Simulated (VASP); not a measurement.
# CsLiCr2Te2S3 (R32) in VASP: settings compared

Aim: see how the results for CsLiCr2Te2S3 move with the level of theory and the settings. Levels: PBE, PBEsol, PBE+D2, PBE+D3. Tasks: relaxation of cell and atoms.

All numbers are computed with VASP 6.6.1; they aren't measurements. Logs are shortened: lines on timing, memory, paths and dates and some standing lists are left out, and cuts for length are marked.

## Step 1: The structure

The structure is trigonal, space group R32 (No. 155). Conventional cell: a = 6.639 Å, b = 6.639 Å, c = 20.639 Å, α = 90.00°, β = 90.00°, γ = 120.00°. Cs (site symmetry 32) has 6 Te at 3.84 Å and 6 S at 4.04 Å and 2 Cr at 4.16 Å as nearest neighbours. Around Li (site symmetry 32) lie 3 S at 2.41 Å. Cr (site symmetry 3) has 3 S at 2.24 Å and 1 Te at 2.45 Å as nearest neighbours. Te (site symmetry 3) is surrounded by 1 Cr at 2.45 Å. S (site symmetry 2) has 2 Cr at 2.24 Å and 1 Li at 2.41 Å as nearest neighbours.

The cell was built by a generator and needn't be a form met in nature.

## Step 2: Relaxation of cell and atoms, PBE, collinear spin, ferromagnetic start

INCAR reads:

```
SYSTEM = CsLiCr2Te2S3
  ALGO = Normal
  EDIFF = 1E-6
  EDIFFG = -0.005
  ENCUT = 600
  GGA = PE
  IBRION = 2
  ISIF = 3
  ISMEAR = -1
  ISPIN = 2
  KPAR = 4
  LASPH = .TRUE.
  LCHARG = .FALSE.
  LMAXMIX = 4
  LORBIT = 11
  LREAL = .FALSE.
  LWAVE = .FALSE.
  MAGMOM = 0 0 3 3 0 0 0 0 0
  NELM = 150
  NSW = 40
  PREC = Accurate
  SIGMA = 0.05
```

KPOINTS reads:

```
k-points
0
G
  5 5 5
  0 0 0
```

POSCAR reads:

```
CsLiCr2Te2S3
1.0
    3.3192900000      1.9163900000      6.8798200000
   -3.3192900000      1.9163900000      6.8798200000
    0.0000000000     -3.8327900000      6.8798200000
Cs Li Cr Te S
1 1 2 2 3
Direct
    0.0000000000      0.0000000000      0.0000000000
    0.5000000000      0.5000000000      0.5000000000
    0.7984800000      0.7984800000      0.7984800000
    0.2015200000      0.2015200000      0.2015200000
    0.6799000000      0.6799000000      0.6799000000
    0.3201000000      0.3201000000      0.3201000000
    0.1362600000      0.8637400000      0.5000000000
    0.5000000000      0.1362600000      0.8637400000
    0.8637400000      0.5000000000      0.1362600000
```

Potentials or basis: VASP PAW PBE potentials, release 64 (Cs_sv, Li_sv, Cr_pv, Te, S).

Command:

```
$ cat potpaw_PBE.64/Cs_sv/POTCAR potpaw_PBE.64/Li_sv/POTCAR potpaw_PBE.64/Cr_pv/POTCAR potpaw_PBE.64/Te/POTCAR potpaw_PBE.64/S/POTCAR > POTCAR
$ mpirun -np 4 vasp_std > vasp.out
```

OUTCAR:

```text
SYSTEM = CsLiCr2Te2S3
   EDIFF = 1E-6
   EDIFFG = -0.005
   ENCUT = 600
   GGA = PE
   IBRION = 2
   ISIF = 3
   ISMEAR = -1
   ISPIN = 2
   LASPH = .TRUE.
   LORBIT = 11
   LREAL = .FALSE.
   NELM = 150
   NSW = 40
   PREC = Accurate

 ion  position               nearest neighbor table
   1  0.000  0.000  0.000-
   2  0.500  0.500  0.500-   7 2.41   8 2.41   9 2.41
   3  0.798  0.798  0.798-   7 2.24   8 2.24   9 2.24   5 2.45
   4  0.202  0.202  0.202-   7 2.24   9 2.24   8 2.24   6 2.45
   5  0.680  0.680  0.680-   3 2.45
   6  0.320  0.320  0.320-   4 2.45
   7  0.136  0.864  0.500-   3 2.24   4 2.24   2 2.41
   8  0.500  0.136  0.864-   3 2.24   4 2.24   2 2.41
   9  0.864  0.500  0.136-   4 2.24   3 2.24   2 2.41

  LATTYP: Found a trigonal (rhomboedric) cell.
 ALAT       =     7.8754149077
 COS(alpha) =     0.6447177554

  Lattice vectors:

 A1 = (   3.3192900000,   1.9163900000,   6.8798200000)
 A2 = (  -3.3192900000,   1.9163900000,   6.8798200000)
 A3 = (   0.0000000000,  -3.8327900000,   6.8798200000)

Analysis of symmetry for initial positions (statically):
=====================================================================
 Subroutine PRICEL returns:
 Original cell was already a primitive cell.

 Routine SETGRP: Setting up the symmetry group for a
 trigonal (rhombohedral) supercell.

 Subroutine GETGRP returns: Found  6 space group operations
 (whereof  6 operations were pure point group operations)
 out of a pool of 12 trial point group operations.

The static configuration has the point symmetry D_3 .

Analysis of symmetry for dynamics (positions and initial velocities):
=====================================================================
 Subroutine PRICEL returns:
 Original cell was already a primitive cell.

 Routine SETGRP: Setting up the symmetry group for a
 trigonal (rhombohedral) supercell.

 Subroutine GETGRP returns: Found  6 space group operations
 (whereof  6 operations were pure point group operations)
 out of a pool of 12 trial point group operations.

The dynamic configuration has the point symmetry D_3 .

Analysis of structural, dynamic, and magnetic symmetry:
=====================================================================
 Subroutine PRICEL returns:
 Original cell was already a primitive cell.

 Routine SETGRP: Setting up the symmetry group for a
 trigonal (rhombohedral) supercell.

 Subroutine GETGRP returns: Found  6 space group operations
 (whereof  6 operations were pure point group operations)
 out of a pool of 12 trial point group operations.

The overall configuration has the point symmetry D_3 .

 Subroutine INISYM returns: Found  6 space group operations
 (whereof  6 operations are pure point group operations),
 and found     1 'primitive' translations

----------------------------------------------------------------------------------------

                                     Primitive cell

  volume of cell :     262.5779

  direct lattice vectors                    reciprocal lattice vectors
     3.319290000  1.916390000  6.879820000     0.150634624  0.086968924  0.048450922
    -3.319290000  1.916390000  6.879820000    -0.150634624  0.086968924  0.048450922
     0.000000000 -3.832790000  6.879820000     0.000000000 -0.173937849  0.048450796

  length of vectors
     7.875414908  7.875414908  7.875417603     0.180559894  0.180559894  0.180559837

  position of ions in fractional coordinates (direct lattice)
     0.000000000  0.000000000  0.000000000
     0.500000000  0.500000000  0.500000000
     0.798480000  0.798480000  0.798480000
     0.201520000  0.201520000  0.201520000
     0.679900000  0.679900000  0.679900000
     0.320100000  0.320100000  0.320100000
     0.136260000  0.863740000  0.500000000
     0.500000000  0.136260000  0.863740000
     0.863740000  0.500000000  0.136260000

  ion indices of the primitive-cell ions
   primitive index   ion index
                 1           1
[... 54 lines left out ...]
  0.400000  0.400000  0.400000      2.000000
 -0.400000  0.400000  0.400000      6.000000
   k-points           NKPTS =     19   k-points in BZ     NKDIM =     19   number of bands    NBANDS=     42
   number of dos      NEDOS =    301   number of ions     NIONS =      9
   total plane-waves  NPLWV = 262144
   dimension x,y,z NGX =    64 NGY =   64 NGZ =   64
   dimension x,y,z NGXF=   128 NGYF=  128 NGZF=  128
   ions per type =               1   1   2   2   3
   NGX,Y,Z   is equivalent  to a cutoff of  13.51, 13.51, 13.51 a.u.
   NGXF,Y,Z  is equivalent  to a cutoff of  27.02, 27.02, 27.02 a.u.
 SYSTEM =  CsLiCr2Te2S3
   PREC   = accura    normal or accurate (medium, high low for compatibility)
   ISTART =      0    job   : 0-new  1-cont  2-samecut
   ICHARG =      2    charge: 1-file 2-atom 10-const
   ISPIN  =      2    spin polarized calculation?
   LNONCOLLINEAR =      F non collinear calculations
   LSORBIT =      F    spin-orbit coupling
   LASPH  =      T    aspherical Exc in radial PAW
   ENCUT  =  600.0 eV  44.10 Ry    6.64 a.u.  15.73 15.73 15.73*2*pi/ulx,y,z
   NELM   =    150;   NELMIN=  2; NELMDL= -5     # of ELM steps
   EDIFF  = 0.1E-05   stopping-criterion for ELM
   LREAL  =      F    real-space projection
   EDIFFG = -.5E-02   stopping-criterion for IOM
   NSW    =     40    number of steps for IOM
   IBRION =      2    ionic relax: 0-MD 1-quasi-New 2-CG
   NFREE  =      1    steps in history (QN), initial steepest desc. (CG)
   ISIF   =      3    stress and relaxation
   ISYM   =      2    0-nonsym 1-usesym 2-fastsym
   POTIM  = 0.5000    time-step for ionic-motion
   TEBEG  =    0.0;   TEEND  =   0.0 temperature during run
   PSTRESS=    0.0 pullay stress
   NELECT =      66.0000    total number of electrons
   NUPDOWN=      -1.0000    fix difference up-down
   EMIN   =  10.00;   EMAX   =-10.00  energy-range for DOS
   EFERMI =   0.00;   METHOD = LEGACY
   ISMEAR =    -1;   SIGMA  =   0.05  broadening in eV -4-tet -1-fermi 0-gaus
   EFERMI_NEDOS =   21; number of points for ismear=-14 and -15
   IALGO  =     38    algorithm
   IMIX   =      4    mixing-type and parameters
     AMIX     =   0.40;   BMIX     =  1.00
     AMIX_MAG =   1.60;   BMIX_MAG =  1.00
  volume/ion in A,a.u.               =      29.18       196.88
  Fermi-wavevector in a.u.,A,eV,Ry     =   1.033166  1.952401 14.523292  1.067432
  Thomas-Fermi vector in A             =   2.167399
   LORBIT       =     11    0 simple, 1 ext, 2 COOP (PROOUT), +10 PAW based schemes
   GGA     = PE    functional components
   LHFCALC =     F    Hartree Fock is set to
   AEXX    =    0.0000 exact exchange contribution
   IVDW    =     0    specifies the selected vdW correction
   LEPSILON=     F    determine dielectric tensor
   LRPA    =     F    only Hartree local field effects (RPA)
 conjugate gradient relaxation of ions
 spin polarized calculation
  energy-cutoff  :      600.00
  volume of cell :      262.58
 maximum number of plane-waves:      8784
   NGX = 31   NGY = 31   NGZ = 31

--------------------------------------- Ionic step        1  -------------------------------------------

 number of electron      66.0000008 magnetization       4.0018275

 Free energy of the ion-electron system (eV)
  ---------------------------------------------------
  ext. energy  EPLUGINS =         0.00000000
  ---------------------------------------------------
  free energy    TOTEN  =       -45.68365901 eV

  energy without entropy =      -45.66378648  energy(sigma->0) =      -45.67372274

------------------------ aborting loop because EDIFF is reached ----------------------------------------

  FORCE on cell =-STRESS in cart. coord.  units (eV):
  Direction    XX          YY          ZZ          XY          YZ          ZX
  --------------------------------------------------------------------------------------
  -------------------------------------------------------------------------------------
  Total       -0.0041635     -0.0041635     -0.1440957     -0.0000000      0.0000001      0.0000000
  in kB       -0.0254046     -0.0254046     -0.8792317     -0.0000000      0.0000004      0.0000000
  external PRESSURE =      -0.3100136 kB  Pullay stress =       0.0000000 kB
[... 110 lines left out ...]
  FREE ENERGIE OF THE ION-ELECTRON SYSTEM (eV)
  ---------------------------------------------------
  free  energy   TOTEN  =       -45.6837078945 eV

  energy  without entropy=      -45.6639504344  energy(sigma->0) =      -45.67382916

[... ionic steps 4 to 35 ...]

--------------------------------------- Ionic step       36  -------------------------------------------

 number of electron      66.0000008 magnetization       4.0018275

------------------------ aborting loop because EDIFF is reached ----------------------------------------
[... 81 lines left out ...]
--------------------------------------- Ionic step       38  -------------------------------------------

 number of electron      66.0000008 magnetization       4.0018421

 Free energy of the ion-electron system (eV)
  ---------------------------------------------------
  ext. energy  EPLUGINS =         0.00000000
  ---------------------------------------------------
  free energy    TOTEN  =       -45.68384791 eV

  energy without entropy =      -45.66383926  energy(sigma->0) =      -45.67384358

 E-fermi :   2.9380     XC(G=0):  -8.4093

 val. band max:        2.8992978847   @ k =   0.2000  -0.0000   0.0000
 cond. band min:       2.9397455539   @ k =  -0.2000   0.2000   0.0000
 fundamental gap:      0.0404476692
 Fermi energy:         2.9379754581

 spin component 1

 k-point     1 :       0.0000    0.0000    0.0000
  band No.  band energies     occupation
      1     -43.1130      1.00000
      2     -41.3992      1.00000
      3     -41.3992      1.00000
      4     -41.3965      1.00000
      5     -41.3965      1.00000
      6     -41.2991      1.00000
[... 844 lines left out ...]
     41       4.3825      0.00000
     42       7.6704      0.00000
 Fermi energy:         2.9379754581

 spin component 2

 k-point     1 :       0.0000    0.0000    0.0000
  band No.  band energies     occupation
      1     -43.1035      1.00000
      2     -39.1776      1.00000
      3     -39.1769      1.00000
      4     -38.9397      1.00000
      5     -38.9397      1.00000
      6     -38.9362      1.00000
[... 880 lines left out ...]
  FREE ENERGIE OF THE ION-ELECTRON SYSTEM (eV)
  ---------------------------------------------------
  free  energy   TOTEN  =       -45.6838479085 eV

  energy  without entropy=      -45.6638392582  energy(sigma->0) =      -45.67384358

 reached required accuracy - stopping structural energy minimisation

 total charge

# of ion       s       p       d       tot
------------------------------------------
    1        1.834   4.698   0.037   6.569
    2        2.016   0.044   0.000   2.059
    3        0.342   6.287   4.158  10.787
    4        0.342   6.287   4.158  10.787
    5        1.385   1.988   0.020   3.393
    6        1.385   1.988   0.020   3.393
    7        1.330   2.415   0.000   3.746
    8        1.330   2.415   0.000   3.746
    9        1.330   2.415   0.000   3.746
--------------------------------------------------
tot         11.294  28.540   8.392  48.226

 magnetization (x)

# of ion       s       p       d       tot
------------------------------------------
    1       -0.000  -0.006  -0.002  -0.008
    2        0.002   0.002   0.000   0.004
    3        0.032   0.027   2.262   2.321
    4        0.032   0.027   2.262   2.321
    5       -0.006  -0.226   0.003  -0.229
    6       -0.006  -0.226   0.003  -0.229
    7       -0.004  -0.080   0.000  -0.084
    8       -0.004  -0.080   0.000  -0.084
    9       -0.004  -0.080   0.000  -0.084
--------------------------------------------------
tot          0.041  -0.643   4.529   3.927
```

It took 39 min on 4 MPI ranks of Intel Xeon 6975P-C (Granite Rapids), shared host; peak memory 1.1 GiB.

Results:

* Free energy: -45.6838 eV
* Relaxed volume: 29.09 Å³/atom
* Relaxed cell: a = 7.855 Å, b = 7.855 Å, c = 7.855 Å, α = 50.01°, β = 50.01°, γ = 50.01°
* Space group after relaxing (to 0.05 Å): R32 (No. 155)
* Energy gained by relaxing: 0.0 meV/atom
* Ionic steps: 38
* Pressure after relaxing: 0.0 GPa
* Largest force after relaxing: 0.005 eV/Å
* Band gap on the k mesh: none (metal or under the smearing width)
* Net moment: 4.00 μB per cell
* Site moments: Cs -0.01; Li +0.00; Cr +2.32; Te -0.23; S -0.08 μB
* Valence electrons inside the program's atomic spheres: Cs 6.57; Li 2.06; Cr 10.79; Te 3.39; S 3.75

Forces in eV/Å, atoms in the order of the input:
```
Cs   0.000  0.000  0.000
Li   0.000  0.000  0.000
Cr   0.000  0.000 -0.005
Cr   0.000  0.000  0.005
Te   0.000  0.000  0.001
Te   0.000  0.000 -0.001
S   -0.003  0.000  0.000
S    0.001 -0.002  0.000
S    0.001  0.002  0.000
```

Step by step:
| step | energy change (eV) | largest force (eV/Å) | pressure (GPa) | volume (Å³) |
| --- | --- | --- | --- | --- |
| 1 | 0.0000 | 0.0134 | -0.03 | 262.58 |
| 2 | 0.0000 | 0.0168 | 0.00 | 262.36 |
| 3 | 0.0000 | 0.0103 | 0.00 | 262.42 |
| 4 | 0.0000 | 0.0090 | 0.00 | 262.42 |
| 5 | 0.0000 | 0.0081 | 0.00 | 262.43 |
| 6 | 0.0000 | 0.0075 | 0.03 | 262.43 |
| 7 | 0.0000 | 0.0044 | -0.01 | 262.65 |
| 8 | 0.0000 | 0.0038 | -0.05 | 262.63 |
| 9 | 0.0000 | 0.0047 | -0.03 | 262.53 |
| 10 | 0.0000 | 0.0071 | -0.01 | 262.47 |
| 11 | 0.0000 | 0.0075 | -0.01 | 262.46 |
| 12 | 0.0000 | 0.0081 | -0.02 | 262.44 |
| 13 | 0.0000 | 0.0083 | -0.01 | 262.44 |
| 14 | 0.0000 | 0.0089 | -0.03 | 262.44 |
| 15 | 0.0000 | 0.0075 | 0.03 | 262.44 |
| 16 | 0.0000 | 0.0086 | -0.02 | 262.44 |
| 17 | 0.0000 | 0.0079 | 0.01 | 262.44 |
| 18 | 0.0000 | 0.0083 | -0.01 | 262.44 |
| 19 | -0.0001 | 0.0057 | 0.00 | 262.43 |
| 20 | -0.0001 | 0.0093 | -0.02 | 262.40 |
| 21 | -0.0001 | 0.0307 | -0.03 | 262.36 |
| 22 | -0.0001 | 0.0155 | -0.02 | 262.39 |
| 23 | -0.0001 | 0.0133 | -0.02 | 262.39 |
| 24 | -0.0001 | 0.0116 | -0.01 | 262.36 |
| 25 | -0.0001 | 0.0068 | 0.00 | 262.24 |
| 26 | -0.0001 | 0.0203 | 0.02 | 262.01 |
| 27 | -0.0001 | 0.0171 | 0.01 | 262.08 |
| 28 | -0.0001 | 0.0119 | 0.00 | 262.16 |
| 29 | -0.0001 | 0.0094 | 0.00 | 262.20 |
| 30 | -0.0001 | 0.0088 | -0.02 | 262.17 |
| 31 | -0.0001 | 0.0065 | -0.01 | 262.07 |
| 32 | -0.0002 | 0.0079 | -0.01 | 261.89 |
| 33 | -0.0002 | 0.0126 | 0.02 | 261.52 |
| 34 | -0.0002 | 0.0116 | 0.02 | 261.58 |
| 35 | -0.0002 | 0.0101 | 0.04 | 261.73 |
| 36 | -0.0002 | 0.0092 | 0.02 | 261.81 |
| 37 | -0.0002 | 0.0081 | 0.02 | 261.81 |
| 38 | -0.0002 | 0.0049 | 0.00 | 261.80 |

Final structure:
```
Cs Li Cr Te S
1.0
     3.32012    1.91687    6.85603
    -3.32012    1.91687    6.85603
     0.00000   -3.83375    6.85603
Cs Li Cr Te S
1 1 2 2 3
Direct
  0.00000 0.00000 0.00000
  0.50000 0.50000 0.50000
  0.79842 0.79842 0.79842
  0.20158 0.20158 0.20158
  0.67950 0.67950 0.67950
  0.32050 0.32050 0.32050
  0.13625 0.86375 0.50000
  0.50000 0.13625 0.86375
  0.86375 0.50000 0.13625
```

Caveat: the cutoff is under 1.25 times the usual one of these potentials, so pressure, stress and relaxed cells hold a basis-set (Pulay) error; only a ferromagnetic start was run, and an antiferromagnetic order may lie lower in energy. With open d or f shells a metallic result of PBE can be an artefact of self-interaction; +U or a hybrid may open a gap.

## Step 3: Relaxation of cell and atoms, PBEsol, collinear spin, ferromagnetic start

Changes to INCAR since step 2:

```diff
@@ -5,3 +5,3 @@
   ENCUT = 600
-  GGA = PE
+  GGA = PS
   IBRION = 2
```

KPOINTS is that of step 2.

POSCAR is that of step 2.

Potentials or basis: VASP PAW PBE potentials, release 64 (Cs_sv, Li_sv, Cr_pv, Te, S).

Command:

```
$ cat potpaw_PBE.64/Cs_sv/POTCAR potpaw_PBE.64/Li_sv/POTCAR potpaw_PBE.64/Cr_pv/POTCAR potpaw_PBE.64/Te/POTCAR potpaw_PBE.64/S/POTCAR > POTCAR
$ mpirun -np 4 vasp_std > vasp.out
```

Wall time 37 min (4 MPI ranks of Intel Xeon 6975P-C (Granite Rapids), shared host); peak memory 1.1 GiB.

Results (log left out):

* Free energy: -48.3909 eV
* Relaxed volume: 26.41 Å³/atom
* Relaxed cell: a = 7.430 Å, b = 7.430 Å, c = 7.430 Å, α = 52.32°, β = 52.32°, γ = 52.32°
* Space group after relaxing (to 0.05 Å): R32 (No. 155)
* Energy gained by relaxing: 16.2 meV/atom
* Ionic steps: 23
* Pressure after relaxing: 0.0 GPa
* Band gap on the k mesh: none (metal or under the smearing width)
* Net moment: 4.00 μB per cell
* Site moments: Cs -0.01; Li +0.01; Cr +2.19; Te -0.18; S -0.07 μB
* Valence electrons inside the program's atomic spheres: Cs 6.57; Li 2.07; Cr 10.89; Te 3.40; S 3.73

Forces in eV/Å, atoms in the order of the input:
```
Cs   0.000  0.000  0.000
Li   0.000  0.000  0.000
Cr   0.000  0.000 -0.003
Cr   0.000  0.000  0.003
Te   0.000  0.000  0.003
Te   0.000  0.000 -0.003
S   -0.001  0.000  0.000
S    0.001 -0.001  0.000
S    0.001  0.001  0.000
```

The path:
```csv
step,energy change (eV),largest force (eV/Å),pressure (GPa),volume (Å³)
1,0.0000,0.2387,-2.11,262.58
2,-0.0885,0.3708,0.33,248.22
3,-0.0912,0.2744,-0.08,250.24
4,-0.0960,0.1068,-0.05,249.23
5,-0.0961,0.1461,-0.05,249.04
6,-0.1008,0.1443,-0.03,248.28
7,-0.1136,0.1342,0.00,246.00
8,-0.1316,0.1097,0.13,241.43
9,-0.1235,0.1110,0.57,232.20
10,-0.1361,0.1156,0.28,238.03
11,-0.1369,0.1595,-0.47,240.12
12,-0.1395,0.1178,-0.12,239.14
13,-0.1434,0.0690,-0.14,238.84
14,-0.1439,0.0832,-0.15,238.69
15,-0.1462,0.0121,-0.01,237.58
16,-0.1462,0.0096,-0.01,237.50
17,-0.1462,0.0160,0.02,237.36
18,-0.1462,0.0090,0.01,237.48
19,-0.1462,0.0104,0.01,237.54
20,-0.1462,0.0124,0.01,237.55
21,-0.1462,0.0079,0.00,237.65
22,-0.1462,0.0054,-0.02,237.74
23,-0.1462,0.0027,-0.02,237.69
```

Final structure:
```xyz
9
Lattice="3.2756 1.8911 6.3952 -3.2756 1.8911 6.3952 0.0000 -3.7823 6.3952" Properties=species:S:1:pos:R:3 pbc="T T T"
Cs    0.0000    0.0000    0.0000
Li    0.0000    0.0000    9.5928
Cr    0.0000    0.0000   15.2702
Cr    0.0000    0.0000    3.9155
Te    0.0000    0.0000   12.8558
Te    0.0000    0.0000    6.3298
S    -2.4094    0.0000    9.5928
S     1.2047   -2.0866    9.5928
S     1.2047    2.0866    9.5928
```

Levels at points of the mesh, in eV from the Fermi level:
Spin up:
```
           k point  band 33  band 34  band 35  band 36  band 37  band 38
(0.00, 0.00, 0.00)    -0.45    -0.15    -0.15     0.02     0.31     0.31
```
Spin down:
| k point | band 27 | band 28 | band 29 | band 30 | band 31 | band 32 | band 33 | band 34 | band 35 | band 36 |
| --- | --- | --- | --- | --- | --- | --- | --- | --- | --- | --- |
| (0.00, 0.00, 0.00) | -2.18 | -2.15 | -1.60 | -0.17 | -0.17 | 0.55 | 0.55 | 0.89 | 0.94 | 0.94 |

Caveat: the cutoff is under 1.25 times the usual one of these potentials, so pressure, stress and relaxed cells hold a basis-set (Pulay) error; the PAW data sets were made with another functional, which shifts forces and pressure a little; only a ferromagnetic start was run, and an antiferromagnetic order may lie lower in energy. The run has no spin-orbit coupling, so splittings on Cs, Te are missing.

[end of part 1 of 2]
